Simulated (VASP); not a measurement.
Output of a VASP run:

OSZICAR:
```
       N       E                     dE             d eps       ncg     rms          rms(c)
DAV:   1     0.112543745912E+03    0.11254E+03   -0.84921E+03   902   0.134E+03
DAV:   2     0.174234953627E+01   -0.11080E+03   -0.10886E+03   950   0.330E+02
DAV:   3    -0.738674958595E+01   -0.91291E+01   -0.91081E+01  1130   0.926E+01
DAV:   4    -0.761775613502E+01   -0.23101E+00   -0.23092E+00  1034   0.163E+01
DAV:   5    -0.762670907257E+01   -0.89529E-02   -0.89529E-02  1226   0.288E+00    0.421E+00
DAV:   6    -0.755572986178E+01    0.70979E-01   -0.18073E-01  1066   0.310E+00    0.263E+00
DAV:   7    -0.755669177006E+01   -0.96191E-03   -0.61240E-02  1102   0.135E+00    0.853E-01
DAV:   8    -0.755746233283E+01   -0.77056E-03   -0.77122E-03  1004   0.828E-01    0.172E-01
DAV:   9    -0.755758730124E+01   -0.12497E-03   -0.71818E-04  1124   0.278E-01    0.373E-02
DAV:  10    -0.755760318068E+01   -0.15879E-04   -0.89711E-05   926   0.803E-02    0.261E-02
DAV:  11    -0.755761279583E+01   -0.96151E-05   -0.39725E-05   968   0.493E-02    0.218E-02
DAV:  12    -0.755761270544E+01    0.90388E-07   -0.24914E-06  1088   0.104E-02
   1 F= -.75576127E+01 E0= -.75576127E+01  d E =-.131444E-10
```

### OUTCAR
```
------------------------ aborting loop because EDIFF is reached ----------------------------------------
  FORCE on cell =-STRESS in cart. coord.  units (eV):
  Direction    XX          YY          ZZ          XY          YZ          ZX
  --------------------------------------------------------------------------------------
  Total       -0.2528250     -0.5153361      0.8502613      0.0000000      0.0000000      0.0000000
  in kB       -6.1233316    -12.4812571     20.5930265      0.0000000      0.0000000      0.0000000
  external PRESSURE =       0.6628126 kB  Pullay stress =       0.0000000 kB
  volume of cell :       66.15
      direct lattice vectors                 reciprocal lattice vectors
     0.000000000  3.249688000  3.148887000    -0.154687750  0.153860924  0.158786263
     3.232318000  0.000000000  3.148887000     0.154687750 -0.153860924  0.158786263
     3.232318000  3.249688000  0.000000000     0.154687750  0.153860924 -0.158786263
 POSITION                                       TOTAL-FORCE (eV/Angst)
 -----------------------------------------------------------------------------------
      0.00000      0.00000      0.00000        -0.025578      0.000000      0.000000
      3.31154      3.24969      3.14889         0.025578      0.000000      0.000000
 -----------------------------------------------------------------------------------
    total drift:                               -0.000141     -0.000000      0.000000
  FREE ENERGIE OF THE ION-ELECTRON SYSTEM (eV)
  ---------------------------------------------------
  free  energy   TOTEN  =        -7.5576127054 eV

  energy  without entropy=       -7.5576127054  energy(sigma->0) =       -7.55761271
```
(Selected blocks of OUTCAR.)

**POSCAR**
```
SnTe
1
    0.0000000000     3.2496880000     3.1488870000
    3.2323180000     0.0000000000     3.1488870000
    3.2323180000     3.2496880000     0.0000000000
Sn Te
1 1
Direct
  0.0000000000   0.0000000000   0.0000000000
  0.4877460000   0.5122540000   0.5122540000
```

Task: Write an INCAR and KPOINTS that could have produced this output.

Result: This is not unique; one that fits is the input of the run itself, PBE GGA, plane waves, VASP's PBE PAW potentials (set 64).

File KPOINTS:
```
Automatic mesh
0
Monkhorst-Pack
4 4 4
0 0 0
```

### INCAR
```
# general
SYSTEM   =  SnTe
PREC     =  Accurate
ENCUT    =  400
LREAL    =  .False.
LASPH    =  .True.

# electronic loop
EDIFF    =  1E-6
NELM     =  100
ALGO     =  Normal
LMAXMIX  =  4

# smearing
ISMEAR   =  0
SIGMA    =  0.05

# functional
GGA      =  PE

# ions
ISIF     =  2

# output
LWAVE    =  .False.
LCHARG   =  .False.
```

POTCAR, in this order: Sn_d Te (PBE.64 set). Program: vasp_std.

The compound is SnTe in the rock salt structure, which distorts at low temperature. The cell was not relaxed at this level, atoms are displaced from their ideal sites. The k-mesh is coarse (spacing up to 0.42 per Å, 2π included), so the numbers may not be converged in it. The run is one of a series of settings (KPOINTS 4×4×4 Monkhorst-Pack mesh against the base run), some of them coarse on purpose.
